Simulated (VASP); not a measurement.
Data:

```xyz
8
Lattice="3.4518 -5.9339 0.0135 1.7065 2.9558 0.0000 0.0109 -0.0063 5.5477" Properties=species:S:1:pos:R:3 pbc="T T T"
In     1.7736    -1.0240     2.7906
In     1.7036     0.9869     0.0040
In     3.4068    -3.9375     2.8022
N      1.8817    -1.0864     4.9451
N      1.7010     0.9884     2.1496
N      3.3133    -3.8835     4.9930
N      3.4584    -1.9967     1.9165
Al     3.4331    -1.9821     0.0256
```

These are PBEsol GGA, VASP's PBE PAW potentials (set 64) (plane waves; VASP) values and carry that method's errors. Settings: 520 eV cut-off, Gaussian smearing of 0.050 eV, potentials In_d N Al.

Unless said otherwise, spin-orbit coupling is left out, though it shifts the bands of the heavy elements here.

Question: Give the energies of bands 22 to 35 at the high-symmetry points, in eV from the valence-band maximum.

Answer: 
```csv
band,Γ,Z,D,B,A,E,C2,Y2
22,-4.63,-4.51,-4.61,-3.81,-3.94,-5.55,-4.99,-4.04
23,-3.63,-4.48,-4.42,-3.52,-3.54,-5.52,-4.93,-3.15
24,-2.53,-3.60,-3.77,-2.85,-2.27,-2.36,-3.10,-2.12
25,-2.01,-3.54,-3.44,-2.38,-1.92,-2.07,-3.06,-1.80
26,-1.22,-3.36,-2.57,-2.18,-1.85,-1.67,-2.84,-1.53
27,-1.14,-3.29,-2.30,-1.49,-1.54,-1.67,-2.75,-1.50
28,-0.67,-1.91,-1.93,-0.92,-1.42,-1.62,-1.99,-0.96
29,-0.34,-1.81,-1.92,-0.63,-0.96,-1.47,-1.32,-0.63
30,-0.12,-1.76,-0.99,-0.60,-0.91,-1.41,-1.24,-0.35
31,0.00,-1.54,-0.79,-0.26,-0.84,-1.30,-1.08,-0.26
32,0.35,4.48,3.57,2.70,3.40,3.25,4.25,2.68
33,3.17,4.81,4.18,2.76,3.73,3.41,4.28,2.81
34,4.40,5.05,4.44,4.86,3.94,3.59,5.03,3.70
35,4.81,5.15,4.78,5.24,4.71,3.90,5.21,3.89
```

The gap is direct, 0.36 eV, from the valence maximum at Γ to the conduction minimum at Γ.

The structure was generated: AlIn3N4 was put into an ordered model structure (Pm), which need not be its known phase. It was relaxed first.
